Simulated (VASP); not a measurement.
```
CELL_PARAMETERS angstrom
      4.81106     0.00000     0.00000
      0.00000     4.81106     0.00000
      0.00000     0.00000     4.81106
ATOMIC_POSITIONS crystal
  Ag 0.75000 0.25000 0.75000
  Ag 0.25000 0.75000 0.75000
  Ag 0.75000 0.75000 0.25000
  Ag 0.25000 0.25000 0.25000
  O  0.00000 0.00000 0.00000
  O  0.50000 0.50000 0.50000
```

Computed with PBE GGA, VASP's PBE PAW potentials (set 64) (plane waves; VASP). Run with 520 eV cut-off, Gaussian smearing of 0.050 eV, potentials Ag O.

### Question
Give the energies of bands 18 to 31 at the high-symmetry points, in eV from the Fermi level.

### Answer

```csv
band,Γ,X,M,R
18,-2.83,-2.94,-3.11,-2.84
19,-2.83,-2.81,-2.91,-2.84
20,-2.64,-2.81,-2.91,-2.63
21,-2.64,-2.61,-2.80,-2.63
22,-2.64,-2.61,-2.80,-2.63
23,-2.50,-2.42,-1.84,-2.58
24,-2.50,-2.42,-1.84,-2.58
25,-2.50,-1.48,-1.49,-1.72
26,-0.04,-1.48,-1.49,-0.64
27,0.00,-0.42,-0.75,-0.64
28,0.00,-0.42,-0.75,-0.64
29,0.00,2.03,2.13,2.74
30,2.24,2.03,2.13,2.74
31,2.24,4.79,3.70,2.74
```

It has no gap at this level: it comes out as a metal or semimetal.

The compound is Ag2O in the cuprite structure. It was relaxed first, which changed the volume by +5 %.
